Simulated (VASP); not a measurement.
Output of a VASP run:

OSZICAR:
```
       N       E                     dE             d eps       ncg     rms          rms(c)
DAV:   1     0.741141415498E+01    0.74114E+01   -0.37367E+03   406   0.809E+02
DAV:   2    -0.345915990748E+00   -0.77573E+01   -0.77438E+01   532   0.641E+01
DAV:   3    -0.262252332226E+01   -0.22766E+01   -0.22554E+01   686   0.421E+01
DAV:   4    -0.278560616041E+01   -0.16308E+00   -0.15649E+00   539   0.963E+00
DAV:   5    -0.278806621869E+01   -0.24601E-02   -0.24601E-02   602   0.146E+00    0.313E-01
DAV:   6    -0.278416070339E+01    0.39055E-02   -0.17407E-03   735   0.243E-01    0.176E-01
DAV:   7    -0.278190582260E+01    0.22549E-02   -0.39386E-03   777   0.286E-01    0.644E-02
DAV:   8    -0.278190547439E+01    0.34820E-06   -0.18169E-04   448   0.124E-01    0.489E-03
DAV:   9    -0.278190030680E+01    0.51676E-05   -0.55207E-06   693   0.254E-02    0.138E-03
DAV:  10    -0.278189748528E+01    0.28215E-05   -0.13685E-07   273   0.487E-03    0.120E-03
DAV:  11    -0.278189743011E+01    0.55163E-07   -0.32233E-08   273   0.234E-03
   1 F= -.27818974E+01 E0= -.27812765E+01  d E =-.186275E-02
```

OUTCAR:
```
------------------------ aborting loop because EDIFF is reached ----------------------------------------
  FORCE on cell =-STRESS in cart. coord.  units (eV):
  Direction    XX          YY          ZZ          XY          YZ          ZX
  --------------------------------------------------------------------------------------
  Total       -0.0061084     -0.0061084     -0.0061084      0.0000000      0.0000000      0.0000000
  in kB       -0.1893256     -0.1893256     -0.1893256      0.0000000      0.0000000      0.0000000
  external PRESSURE =      -0.1893256 kB  Pullay stress =       0.0000000 kB
  volume of cell :       51.69
      direct lattice vectors                 reciprocal lattice vectors
     0.000000000  2.956654000  2.956654000    -0.169110082  0.169110082  0.169110082
     2.956654000  0.000000000  2.956654000     0.169110082 -0.169110082  0.169110082
     2.956654000  2.956654000  0.000000000     0.169110082  0.169110082 -0.169110082
 POSITION                                       TOTAL-FORCE (eV/Angst)
 -----------------------------------------------------------------------------------
      4.43498      4.43498      4.43498        -0.000000     -0.000000     -0.000000
      2.95665      2.95665      2.95665         0.000000      0.000000      0.000000
 -----------------------------------------------------------------------------------
    total drift:                                0.000000     -0.000000      0.000000
  FREE ENERGIE OF THE ION-ELECTRON SYSTEM (eV)
  ---------------------------------------------------
  free  energy   TOTEN  =        -2.7818974301 eV

  energy  without entropy=       -2.7800346780  energy(sigma->0) =       -2.78127651
```
(Selected blocks of OUTCAR.)

### POSCAR
```
Li
1
    0.0000000000     2.9566540000     2.9566540000
    2.9566540000     0.0000000000     2.9566540000
    2.9566540000     2.9566540000     0.0000000000
Li
2
Direct
  0.7500000000   0.7500000000   0.7500000000
  0.5000000000   0.5000000000   0.5000000000
```

Reconstruct the remaining input files.

Several could match; the one computed here: the input of the run itself, PBE GGA, plane waves, VASP's PBE PAW potentials (set 64).

### KPOINTS
```
Automatic mesh
0
Gamma
8 8 8
0 0 0
```

INCAR:
```
ALGO = Normal
EDIFF = 1E-6
ENCUT = 520
GGA = PE
ISIF = 2
ISMEAR = 1
LASPH = .TRUE.
LCHARG = .FALSE.
LREAL = .FALSE.
LWAVE = .FALSE.
NELM = 100
PREC = Accurate
SIGMA = 0.1
SYSTEM = Li
```

POTCAR, in this order: Li_sv (PBE.64 set). Program: vasp_std.

The structure was generated: Li was put into the diamond type (Fd-3m), which need not be its known phase. The cell was not relaxed at this level.
